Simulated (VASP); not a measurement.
A convergence study with VASP on TiC (rock salt): one setting is varied, all else stays as given below, so the limit is that of these other settings.

```
CELL_PARAMETERS angstrom
      0.00000     2.16500     2.16500
      2.16500     0.00000     2.16500
      2.16500     2.16500     0.00000
ATOMIC_POSITIONS crystal
  Ti 0.00000 0.00000 0.00000
  C  0.50000 0.50000 0.50000
```

Computed with LDA (Ceperley-Alder, Perdew-Zunger), VASP's LDA PAW potentials (set 64) (plane waves; VASP). The tightest run used: 700 eV cut-off, 20×20×20 Monkhorst-Pack mesh, first-order Methfessel-Paxton smearing of 0.10 eV, potentials Ti_sv C.

**Question.** The settings run are 1×1×1 mesh; 2×2×2 mesh; 3×3×3 mesh; 4×4×4 mesh; 5×5×5 mesh; 6×6×6 mesh; 7×7×7 mesh; 8×8×8 mesh; 9×9×9 mesh; 10×10×10 mesh; 11×11×11 mesh; 12×12×12 mesh; 13×13×13 mesh; 14×14×14 mesh; 15×15×15 mesh; 16×16×16 mesh; 17×17×17 mesh; 18×18×18 mesh; 19×19×19 mesh; 20×20×20 mesh. From which on does the stress (every component) stay within 0.5 GPa of the tightest run?

**Answer.** From 4×4×4 mesh on: it is off by 0.17 there and by no more than 0.5 in any finer run, while 3×3×3 mesh is off by 1.20.
```json
[
 {"setting": "1×1×1 mesh", "E (eV/atom)": "-0.1295", "pressure (GPa)": "119.21", "irreducible k-points": "1", "difference judged (GPa)": "131.07"},
 {"setting": "2×2×2 mesh", "E (eV/atom)": "-10.3392", "pressure (GPa)": "-11.73", "irreducible k-points": "2", "difference judged (GPa)": "0.14"},
 {"setting": "3×3×3 mesh", "E (eV/atom)": "-10.1443", "pressure (GPa)": "-10.67", "irreducible k-points": "4", "difference judged (GPa)": "1.20"},
 {"setting": "4×4×4 mesh", "E (eV/atom)": "-10.2424", "pressure (GPa)": "-11.69", "irreducible k-points": "10", "difference judged (GPa)": "0.17"},
 {"setting": "5×5×5 mesh", "E (eV/atom)": "-10.2341", "pressure (GPa)": "-12.19", "irreducible k-points": "10", "difference judged (GPa)": "0.32"},
 {"setting": "6×6×6 mesh", "E (eV/atom)": "-10.2492", "pressure (GPa)": "-11.81", "irreducible k-points": "28", "difference judged (GPa)": "0.06"},
 {"setting": "7×7×7 mesh", "E (eV/atom)": "-10.2505", "pressure (GPa)": "-11.82", "irreducible k-points": "20", "difference judged (GPa)": "0.05"},
 {"setting": "8×8×8 mesh", "E (eV/atom)": "-10.2532", "pressure (GPa)": "-11.86", "irreducible k-points": "60", "difference judged (GPa)": "0.00"},
 {"setting": "9×9×9 mesh", "E (eV/atom)": "-10.2534", "pressure (GPa)": "-11.83", "irreducible k-points": "35", "difference judged (GPa)": "0.03"},
 {"setting": "10×10×10 mesh", "E (eV/atom)": "-10.2546", "pressure (GPa)": "-11.86", "irreducible k-points": "110", "difference judged (GPa)": "0.00"},
 {"setting": "11×11×11 mesh", "E (eV/atom)": "-10.2543", "pressure (GPa)": "-11.83", "irreducible k-points": "56", "difference judged (GPa)": "0.04"},
 {"setting": "12×12×12 mesh", "E (eV/atom)": "-10.2545", "pressure (GPa)": "-11.86", "irreducible k-points": "182", "difference judged (GPa)": "0.01"},
 {"setting": "13×13×13 mesh", "E (eV/atom)": "-10.2544", "pressure (GPa)": "-11.85", "irreducible k-points": "84", "difference judged (GPa)": "0.01"},
 {"setting": "14×14×14 mesh", "E (eV/atom)": "-10.2548", "pressure (GPa)": "-11.85", "irreducible k-points": "280", "difference judged (GPa)": "0.01"},
 {"setting": "15×15×15 mesh", "E (eV/atom)": "-10.2541", "pressure (GPa)": "-11.88", "irreducible k-points": "120", "difference judged (GPa)": "0.01"},
 {"setting": "16×16×16 mesh", "E (eV/atom)": "-10.2545", "pressure (GPa)": "-11.86", "irreducible k-points": "408", "difference judged (GPa)": "0.01"},
 {"setting": "17×17×17 mesh", "E (eV/atom)": "-10.2543", "pressure (GPa)": "-11.86", "irreducible k-points": "165", "difference judged (GPa)": "0.00"},
 {"setting": "18×18×18 mesh", "E (eV/atom)": "-10.2544", "pressure (GPa)": "-11.86", "irreducible k-points": "570", "difference judged (GPa)": "0.00"},
 {"setting": "19×19×19 mesh", "E (eV/atom)": "-10.2545", "pressure (GPa)": "-11.85", "irreducible k-points": "220", "difference judged (GPa)": "0.01"},
 {"setting": "20×20×20 mesh", "E (eV/atom)": "-10.2545", "pressure (GPa)": "-11.86", "irreducible k-points": "770", "difference judged (GPa)": "0.00"}
]
```

Left out are rungs that failed or repeat a setting and relaxations that didn't move; long series are thinned to 24 rows.

The compound is TiC in the rock salt structure. The cell was not relaxed at this level.
